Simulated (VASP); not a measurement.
Method: r2SCAN meta-GGA, VASP's PBE PAW potentials (set 64) (plane waves; VASP).

VASP ran on this input.

KPOINTS:
```
K-points
0
G
  13 13 11
0 0 0
```

### POSCAR
```
TaN
1
    2.9400984850    -0.0000000165     0.0000000000
   -1.4700497711     2.5462003916    -0.0000000000
   -0.0000000000    -0.0000000000     2.8884019195
Ta N
1 1
Direct
  0.0000000000   1.0000000000   0.0000000000
  0.6666670000   0.3333330000   0.5000000000
```

**INCAR**
```
ALGO  =  Normal
EDIFF  =  1E-6
EDIFFG  =  -0.01
ENCUT  =  520
IBRION  =  2
ISIF  =  3
ISMEAR  =  1
LASPH  =  .TRUE.
LCHARG  =  .FALSE.
LMAXMIX  =  6
LMIXTAU  =  .TRUE.
LREAL  =  .FALSE.
LWAVE  =  .FALSE.
METAGGA  =  R2SCAN
NELM  =  100
NSW  =  60
PREC  =  Accurate
SIGMA  =  0.1
SYSTEM  =  TaN
```

POTCAR, in this order: Ta_pv N (PBE.64 set). Program: vasp_std.

The resulting files:

OUTCAR:
```
 ion  position               nearest neighbor table
   1  0.000  0.000  0.000-   2 2.23   2 2.23   2 2.23   2 2.23   2 2.23   2 2.23
   2  0.667  0.333  0.500-   1 2.23   1 2.23   1 2.23   1 2.23   1 2.23   1 2.23
  LATTYP: Found a hexagonal cell.
 ALAT       =     2.9400984850
 C/A-ratio  =     0.9824167232
 Subroutine PRICEL returns:
 Original cell was already a primitive cell.
 Subroutine GETGRP returns: Found 12 space group operations
The static configuration has the point symmetry D_3h.
The dynamic configuration has the point symmetry D_3h.
 Subroutine INISYM returns: Found 12 space group operations
 Subroutine IBZKPT returns following result:
 Found    126 irreducible k-points:

 Following reciprocal coordinates:
            Coordinates               Weight
  0.000000  0.000000  0.000000      1.000000
  0.076923  0.000000  0.000000      6.000000
  0.153846  0.000000  0.000000      6.000000
  0.230769  0.000000  0.000000      6.000000
  0.307692  0.000000  0.000000      6.000000
  0.384615  0.000000  0.000000      6.000000
  0.461538  0.000000  0.000000      6.000000
  0.076923  0.076923  0.000000      6.000000
  0.153846  0.076923  0.000000     12.000000
  0.230769  0.076923  0.000000     12.000000
  0.307692  0.076923  0.000000     12.000000
  0.384615  0.076923  0.000000     12.000000
  0.461538  0.076923  0.000000      6.000000
  0.153846  0.153846  0.000000      6.000000
  0.230769  0.153846  0.000000     12.000000
  0.307692  0.153846  0.000000     12.000000
  0.384615  0.153846  0.000000     12.000000
  0.230769  0.230769  0.000000      6.000000
  0.307692  0.230769  0.000000     12.000000
  0.384615  0.230769  0.000000      6.000000
  0.307692  0.307692  0.000000      6.000000
  0.000000  0.000000  0.090909      2.000000
  0.076923  0.000000  0.090909     12.000000
  0.153846  0.000000  0.090909     12.000000
  0.230769  0.000000  0.090909     12.000000
  0.307692  0.000000  0.090909     12.000000
  0.384615  0.000000  0.090909     12.000000
  0.461538  0.000000  0.090909     12.000000
  0.076923  0.076923  0.090909     12.000000
  0.153846  0.076923  0.090909     24.000000
  0.230769  0.076923  0.090909     24.000000
  0.307692  0.076923  0.090909     24.000000
  0.384615  0.076923  0.090909     24.000000
  0.461538  0.076923  0.090909     12.000000
  0.153846  0.153846  0.090909     12.000000
  0.230769  0.153846  0.090909     24.000000
  0.307692  0.153846  0.090909     24.000000
  0.384615  0.153846  0.090909     24.000000
  0.230769  0.230769  0.090909     12.000000
  0.307692  0.230769  0.090909     24.000000
   k-points           NKPTS =    126   k-points in BZ     NKDIM =    126   number of bands    NBANDS=     12
   number of dos      NEDOS =    301   number of ions     NIONS =      2
   total plane-waves  NPLWV =  13824
   dimension x,y,z NGX =    24 NGY =   24 NGZ =   24
   dimension x,y,z NGXF=    48 NGYF=   48 NGZF=   48
   ions per type =               1   1
   PREC   = accura    normal or accurate (medium, high low for compatibility)
   ISTART =      0    job   : 0-new  1-cont  2-samecut
   ICHARG =      2    charge: 1-file 2-atom 10-const
   ISPIN  =      1    spin polarized calculation?
   LNONCOLLINEAR =      F non collinear calculations
   LSORBIT =      F    spin-orbit coupling
   INIWAV =      1    electr: 0-lowe 1-rand  2-diag
   ENCUT  =  520.0 eV  38.22 Ry    6.18 a.u.   5.47  5.47  5.37*2*pi/ulx,y,z
   NELM   =    100;   NELMIN=  2; NELMDL= -5     # of ELM steps
   EDIFF  = 0.1E-05   stopping-criterion for ELM
   LREAL  =      F    real-space projection
   NLSPLINE    = F    spline interpolate recip. space projectors
...
```

### OSZICAR
```
       N       E                     dE             d eps       ncg     rms          rms(c)
DAV:   1     0.607102503170E+02    0.60710E+02   -0.94242E+03  3024   0.142E+03
DAV:   2    -0.632313163433E+02   -0.12394E+03   -0.11845E+03  3552   0.357E+02
DAV:   3    -0.672894223417E+02   -0.40581E+01   -0.40003E+01  3720   0.632E+01
DAV:   4    -0.673364153910E+02   -0.46993E-01   -0.46922E-01  3428   0.671E+00
DAV:   5    -0.673370232039E+02   -0.60781E-03   -0.60749E-03  3656   0.623E-01    0.242E+01
DAV:   6    -0.599881561832E+02    0.73489E+01   -0.73783E+00  3620   0.320E+01    0.963E+00
DAV:   7    -0.604808310667E+02   -0.49267E+00   -0.38726E-01  3360   0.698E+00    0.582E+00
DAV:   8    -0.599814025064E+02    0.49943E+00   -0.30618E-01  3060   0.767E+00    0.860E-01
DAV:   9    -0.604043724903E+02   -0.42297E+00   -0.18899E-01  3032   0.555E+00    0.732E-01
DAV:  10    -0.603964328623E+02    0.79396E-02   -0.12467E-02  3740   0.108E+00    0.342E-01
DAV:  11    -0.603901276297E+02    0.63052E-02   -0.38554E-03  3164   0.747E-01    0.295E-01
DAV:  12    -0.603959201463E+02   -0.57925E-02   -0.86368E-03  3508   0.884E-01    0.194E-02
DAV:  13    -0.603958106295E+02    0.10952E-03   -0.56587E-04  3092   0.299E-01    0.217E-02
DAV:  14    -0.603959012220E+02   -0.90592E-04   -0.19767E-05  3600   0.539E-02    0.149E-02
DAV:  15    -0.603959067539E+02   -0.55320E-05   -0.46006E-06  3312   0.241E-02    0.526E-03
DAV:  16    -0.603959154625E+02   -0.87086E-05   -0.25577E-06  3060   0.196E-02    0.165E-03
DAV:  17    -0.603959058979E+02    0.95647E-05   -0.46859E-07  1540   0.920E-03    0.597E-04
DAV:  18    -0.603959075209E+02   -0.16231E-05   -0.43193E-08  1544   0.265E-03    0.510E-04
DAV:  19    -0.603959072585E+02    0.26242E-06   -0.60994E-09  1528   0.933E-04
   1 F= -.60395907E+02 E0= -.60395945E+02  d E =-.603959E+02
       N       E                     dE             d eps       ncg     rms          rms(c)
DAV:   1    -0.603960069796E+02   -0.99459E-04   -0.56986E-03  3064   0.993E-01    0.136E-01
DAV:   2    -0.603959038452E+02    0.10313E-03   -0.19853E-04  3096   0.156E-01    0.583E-02
DAV:   3    -0.603958728129E+02    0.31032E-04   -0.80833E-05  3396   0.117E-01    0.132E-02
DAV:   4    -0.603958808167E+02   -0.80038E-05   -0.56205E-06  3592   0.258E-02    0.877E-03
DAV:   5    -0.603958797969E+02    0.10198E-05   -0.35592E-06  2832   0.150E-02    0.386E-03
DAV:   6    -0.603958832152E+02   -0.34183E-05   -0.64295E-07  1528   0.918E-03    0.981E-04
DAV:   7    -0.603958793684E+02    0.38468E-05   -0.37709E-07  1524   0.701E-03    0.840E-04
DAV:   8    -0.603958812748E+02   -0.19064E-05   -0.72460E-08  1516   0.302E-03    0.469E-04
DAV:   9    -0.603958807563E+02    0.51850E-06   -0.11697E-08  1524   0.102E-03
   2 F= -.60395881E+02 E0= -.60395919E+02  d E =0.265022E-04
       N       E                     dE             d eps       ncg     rms          rms(c)
DAV:   1    -0.603959747928E+02   -0.93518E-04   -0.28206E-03  3064   0.698E-01    0.957E-02
DAV:   2    -0.603959198483E+02    0.54944E-04   -0.98228E-05  3084   0.110E-01    0.411E-02
DAV:   3    -0.603959139029E+02    0.59454E-05   -0.39933E-05  3376   0.823E-02    0.933E-03
DAV:   4    -0.603959127593E+02    0.11435E-05   -0.27883E-06  3196   0.182E-02    0.618E-03
DAV:   5    -0.603959138575E+02   -0.10982E-05   -0.17366E-06  2548   0.106E-02    0.270E-03
DAV:   6    -0.603959110447E+02    0.28128E-05   -0.31275E-07  1516   0.646E-03    0.703E-04
DAV:   7    -0.603959142422E+02   -0.31975E-05   -0.18371E-07  1524   0.492E-03    0.594E-04
DAV:   8    -0.603959129268E+02    0.13154E-05   -0.34386E-08  1516   0.209E-03    0.338E-04
DAV:   9    -0.603959132883E+02   -0.36154E-06   -0.54557E-09  1524   0.705E-04
   3 F= -.60395913E+02 E0= -.60395951E+02  d E =-.602983E-05
```

### OUTCAR
```
------------------------ aborting loop because EDIFF is reached ----------------------------------------
  FORCE on cell =-STRESS in cart. coord.  units (eV):
  Direction    XX          YY          ZZ          XY          YZ          ZX
  --------------------------------------------------------------------------------------
  Total       -0.0035952     -0.0035952      0.0026230      0.0000000     -0.0000000      0.0000000
  in kB       -0.2662759     -0.2662760      0.1942742      0.0000001     -0.0000000      0.0000000
  external PRESSURE =      -0.1127592 kB  Pullay stress =       0.0000000 kB
  volume of cell :       21.63
      direct lattice vectors                 reciprocal lattice vectors
     2.940356918 -0.000000017 -0.000000000     0.340094768  0.196353844 -0.000000000
    -1.470178988  2.546424201  0.000000000     0.000000002  0.392707548 -0.000000000
     0.000000000  0.000000000  2.889142321    -0.000000000 -0.000000000  0.346123482
 POSITION                                       TOTAL-FORCE (eV/Angst)
 -----------------------------------------------------------------------------------
     -0.00000      0.00000      0.00000        -0.000000      0.000000      0.000000
      1.47018      0.84881      1.44457         0.000000     -0.000000      0.000000
 -----------------------------------------------------------------------------------
    total drift:                               -0.000929      0.000546      0.000000
  FREE ENERGIE OF THE ION-ELECTRON SYSTEM (eV)
  ---------------------------------------------------
  free  energy   TOTEN  =       -60.3959132883 eV

  energy  without entropy=      -60.3960278429  energy(sigma->0) =      -60.39595147

 reached required accuracy - stopping structural energy minimisation
```
(Selected blocks of OUTCAR.)

**CONTCAR**
```
TaN
   1.00000000000000
     2.9403569177702313   -0.0000000165565522   -0.0000000000000000
    -1.4701789875792988    2.5464242010794518    0.0000000000000000
     0.0000000000000000    0.0000000000000000    2.8891423205351354
  Ta              N
     1     1
Direct
     0.0000000000000000    0.0000000000000000    0.0000000000000000
     0.6666669999999968    0.3333330000000032    0.5000000000000000
```

The structure was generated: TaN was put into the WC type (P-6m2), which need not be its known phase. This run relaxes it. Symmetry was kept, so distortions that lower it aren't found. The start is the result of an earlier pass.
